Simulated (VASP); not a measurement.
Consider the following.

```yaml
crystal:
  lattice:
    - [1.39043, -2.37023, 0.00000]
    - [1.39043, 2.37023, 0.00000]
    - [0.00000, 0.00000, 4.51287]
  atoms:
    - { symbol: Tc, position: [0.33333, 0.66667, 0.25000] }
    - { symbol: Tc, position: [0.69333, 0.35999, 0.75000] }
```

Calculation: TPSS meta-GGA, VASP's PBE PAW potentials (set 64) (plane waves; VASP). Settings: 400 eV cut-off, 14×14×7 Γ-centred mesh, first-order Methfessel-Paxton smearing of 0.10 eV, potentials Tc_pv.

Task: Give the force on each atom (eV/Å).

Result: 
```json
[
 {"atom": "Tc1", "Fx": "0.208", "Fy": "0.083", "Fz": "0.000"},
 {"atom": "Tc2", "Fx": "-0.208", "Fy": "-0.083", "Fz": "0.000"}
]
```

Task: Give the stress tensor in GPa (positive for a compressed cell).

Result: 
```
-12.80   -1.55    0.00
 -1.55   -8.21    0.00
  0.00    0.00  -18.28
```
The pressure is its mean diagonal, -13.09 GPa.

The compound is Tc in the hcp structure. The cell was not relaxed at this level, atoms are displaced from their ideal sites. The run is one of a series of settings (GGA removed, LMIXTAU = .TRUE., METAGGA = TPSS against the base run), some of them coarse on purpose.
